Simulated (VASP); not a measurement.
# CeZn2Ni in VASP: convergence with k mesh

Input of the first run (k mesh 2 × 2 × 2); the others differ in this setting and in those tied to it:

File INCAR:

```
SYSTEM = CeZn2Ni
PREC = Accurate
ENCUT = 520
EDIFF = 1E-6
ISMEAR = 1
SIGMA = 0.1
LREAL = .FALSE.
LASPH = .TRUE.
NELM = 120
ALGO = Normal
ISIF = 2
LWAVE = .FALSE.
LCHARG = .FALSE.
ISPIN = 2
MAGMOM = 1 0 0 1
LORBIT = 11
LMAXMIX = 6
GGA = PE
```

KPOINTS

```
regular mesh
0
G
  2 2 2
  0 0 0
```

Contents of POSCAR:

```
CeZn2Ni
1.0
    3.8643900000      0.0000000000      0.0000000000
    0.0000000000      3.8643900000      0.0000000000
    0.0000000000      0.0000000000      4.9192680000
Ce Zn Ni
1 2 1
Direct
    0.0000000000      0.0000000000      0.0000000000
    0.0000000000      0.5000000000      0.5000000000
    0.5000000000      0.0000000000      0.5000000000
    0.5000000000      0.5000000000      0.0000000000
```

Potentials or basis: VASP PAW PBE potentials, release 64 (Ce, Zn, Ni).

Launch:

```bash
$ cat potpaw_PBE.64/Ce/POTCAR potpaw_PBE.64/Zn/POTCAR potpaw_PBE.64/Ni/POTCAR > POTCAR
$ mpirun -np 1 vasp_std > vasp.out
```

The cell comes from a database or a generator and needn't be the stable form of this composition.

Hardware: 1 thread of Intel(R) Xeon(R) 6975P-C (Granite Rapids) (shared host).

Problem. The values tried are 2 × 2 × 2, 3 × 3 × 2, 3 × 3 × 3, 4 × 4 × 3, 5 × 5 × 4, 6 × 6 × 5, 8 × 8 × 6, 10 × 10 × 8, 11 × 11 × 9, loosest first. From which on does the pressure stay within 0.1 GPa of the tightest run that finished?

Solution. From 8 × 8 × 6 on.

```tsv
k mesh	energy less the tightest run, at zero smearing (meV/atom)	pressure (GPa)	largest site moment (μB)	SCF cycles	CPU time (s)	peak memory (GiB)
2 × 2 × 2	-169.31	0.00	0.49	20	46	0.23
3 × 3 × 2	-4.19	-0.07	0.00	69	150	0.24
3 × 3 × 3	-49.89	-0.05	0.10	26	57	0.23
4 × 4 × 3	-17.31	0.63	0.60	25	70	0.24
5 × 5 × 4	-4.74	0.55	0.00	28	120	0.26
6 × 6 × 5	-1.50	0.43	0.00	25	170	0.29
8 × 8 × 6	0.58	0.64	0.27	24	330	0.38
10 × 10 × 8	-0.11	0.52	0.20	24	510	0.51
11 × 11 × 9	0.00	0.60	0.27	24	570	0.51
```

Against the tightest run, the energy stays within 1 meV/atom from 8 × 8 × 6 on. Not settled before the last step: the largest site moment (to 0.02 μB). Meshes of other sizes hit other points, so gaps and Fermi surfaces needn't settle smoothly. The tightest run that finished is the yardstick and may itself not be fully converged.

Caveat, for the tightest run too: the magnetic or orbital state may not be the lowest; spin-orbit coupling is left out, which moves the levels of the heavy elements; without U or exact exchange the open f shell lies at the Fermi level, which spoils levels, moments and volumes. The state reached can hang on the start; a lower one may exist.
